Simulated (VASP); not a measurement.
# CdTe (F-43m) in VASP: a series of runs, part 2 of 2

VASP 6.6.1. Earlier steps stand in the parts before.

## (3) Relaxation of cell and atoms, PBE

This run uses another cell than the first one, of 36.31 Å³/atom, 1.103 times its volume.

Contents of INCAR:

```
PREC = Accurate
ENCUT = 520
EDIFF = 1E-7
ISMEAR = 0
SIGMA = 0.02
LREAL = False
LASPH = True
NELM = 60
ALGO = Fast
ISIF = 3
LWAVE = False
LCHARG = False
GGA = PE
IBRION = 2
NSW = 80
EDIFFG = -0.002
KPAR = 4
```

Contents of KPOINTS:

```
Automatic mesh
0
Gamma
  8 8 8
```

Contents of POSCAR:

```
CdTe                                    
1.0
    0.0000000000      3.3114303548      3.3114303548
    3.3114303548     -0.0000000000      3.3114303548
    3.3114303548      3.3114303548     -0.0000000000
  Cd              Te            
     1     1
Direct
     0.0000000000000000    0.0000000000000000    0.0000000000000000
     0.2500000000000000    0.2500000000000000    0.2500000000000000
```

Potentials or basis: VASP PAW PBE potentials, release 64 (Cd, Te).

Launch:

```
$ cat potpaw_PBE.64/Cd/POTCAR potpaw_PBE.64/Te/POTCAR > POTCAR
$ mpirun -np 4 vasp_std > vasp.out
```

OUTCAR:

```text
PREC = Accurate
   ENCUT = 520
   EDIFF = 1E-7
   ISMEAR = 0
   LREAL = False
   LASPH = True
   NELM = 60
   ISIF = 3
   GGA = PE
   IBRION = 2
   NSW = 80
   EDIFFG = -0.002

 ion  position               nearest neighbor table
   1  0.000  0.000  0.000-   2 2.87   2 2.87   2 2.87   2 2.87
   2  0.250  0.250  0.250-   1 2.87   1 2.87   1 2.87   1 2.87

  LATTYP: Found a face centered cubic cell.
 ALAT       =     6.6228607096

  Lattice vectors:

 A1 = (   0.0000000000,   3.3114303548,   3.3114303548)
 A2 = (   3.3114303548,   0.0000000000,   3.3114303548)
 A3 = (   3.3114303548,   3.3114303548,   0.0000000000)

Analysis of symmetry for initial positions (statically):
=====================================================================
 Subroutine PRICEL returns:
 Original cell was already a primitive cell.

 Routine SETGRP: Setting up the symmetry group for a
 face centered cubic supercell.

 Subroutine GETGRP returns: Found 24 space group operations
 (whereof 24 operations were pure point group operations)
 out of a pool of 48 trial point group operations.

[... 225 lines left out ...]
      5      -6.0953      2.00000
      6      -6.0953      2.00000
      7       1.7712      2.00000
      8       1.7712      2.00000
      9       1.7712      2.00000
     10       2.3446      0.00000
     11       6.4117      0.00000
     12       6.4117      0.00000
     13       6.4117      0.00000
[... 354 lines left out ...]
  band No.  band energies     occupation
      1      -8.6586      2.00000
      2      -6.2368      2.00000
      3      -6.2271      2.00000
      4      -6.1071      2.00000
      5      -6.0903      2.00000
      6      -5.7137      2.00000
      7      -2.1369      2.00000
      8      -0.0766      2.00000
      9       0.6568      2.00000
     10       4.8573      0.00000
     11       6.4331      0.00000
     12       7.6484      0.00000
     13       8.7825      0.00000

 [... further k-points ...]

------------------------ aborting loop because EDIFF is reached ----------------------------------------

  FORCE on cell =-STRESS in cart. coord.  units (eV):
  Direction    XX          YY          ZZ          XY          YZ          ZX
  --------------------------------------------------------------------------------------
  -------------------------------------------------------------------------------------
  Total       -0.0021111     -0.0021111     -0.0021111      0.0000000      0.0000000      0.0000000
  in kB       -0.0465266     -0.0465266     -0.0465266      0.0000000      0.0000000      0.0000000
  external PRESSURE =      -0.0465266 kB  Pullay stress =       0.0000000 kB

 VOLUME and BASIS-vectors are now :
 -----------------------------------------------------------------------------
  energy-cutoff  :      520.00
  volume of cell :       72.70
      direct lattice vectors                 reciprocal lattice vectors
     0.000000000  3.312574668  3.312574668    -0.150939994  0.150939994  0.150939994
     3.312574668  0.000000000  3.312574668     0.150939994 -0.150939994  0.150939994
     3.312574668  3.312574668  0.000000000     0.150939994  0.150939994 -0.150939994

 POSITION                                       TOTAL-FORCE (eV/Angst)
 -----------------------------------------------------------------------------------
      0.00000      3.31257      3.31257         0.000000      0.000000     -0.000000
      1.65629      1.65629      1.65629        -0.000000     -0.000000      0.000000
 -----------------------------------------------------------------------------------
    total drift:                               -0.000000     -0.000000     -0.000001

  FREE ENERGIE OF THE ION-ELECTRON SYSTEM (eV)
  ---------------------------------------------------
  free  energy   TOTEN  =        -4.8121185748 eV

  energy  without entropy=       -4.8121185748  energy(sigma->0) =       -4.81211857

 reached required accuracy - stopping structural energy minimisation
```

CONTCAR:

```text
CdTe
   1.00000000000000
     0.0000000000000000    3.3125746679047170    3.3125746679047170
     3.3125746679047170    0.0000000000000000    3.3125746679047170
     3.3125746679047170    3.3125746679047170    0.0000000000000000
  Cd              Te
     1     1
Direct
     1.0000000000000000    0.0000000000000000    0.0000000000000000
     0.2500000000000000    0.2500000000000000    0.2500000000000000

  0.00000000E+00  0.00000000E+00  0.00000000E+00
  0.00000000E+00  0.00000000E+00  0.00000000E+00
```

It took 13 s on 4 MPI ranks of Intel Xeon Platinum 8488C (Sapphire Rapids), shared host; peak memory 0.22 GiB.

Results:

- Free energy: -4.8121 eV
- Relaxed volume: 36.35 Å³/atom
- Relaxed cell: a = 4.685 Å, b = 4.685 Å, c = 4.685 Å, α = 60.00°, β = 60.00°, γ = 60.00°
- Space group after relaxing (to 0.05 Å): F-43m (No. 216)
- Energy gained by relaxing: 0.0 meV/atom
- Ionic steps: 2
- Pressure after relaxing: 0.0 GPa
- Band gap on the k mesh: 0.57 eV, direct

Final structure:
```
Cd Te
1.0
     0.00000    3.31257    3.31257
     3.31257    0.00000    3.31257
     3.31257    3.31257    0.00000
Cd Te
1 1
Direct
  0.00000 0.00000 0.00000
  0.25000 0.25000 0.25000
```

Levels at points of the mesh, in eV from the valence-band top:
```csv
k point,band 7,band 8,band 9,band 10,band 11,band 12
"(0.00, 0.00, 0.00)",0.00,0.00,0.00,0.57,4.64,4.64
"(0.50, 0.00, 0.00)",-4.06,-0.68,-0.68,1.75,5.21,5.21
"(0.50, 0.50, 0.00)",-4.00,-1.65,-1.65,2.67,2.75,8.50
```

Caveat: spin-orbit coupling is left out, which moves the levels of the heavy elements.
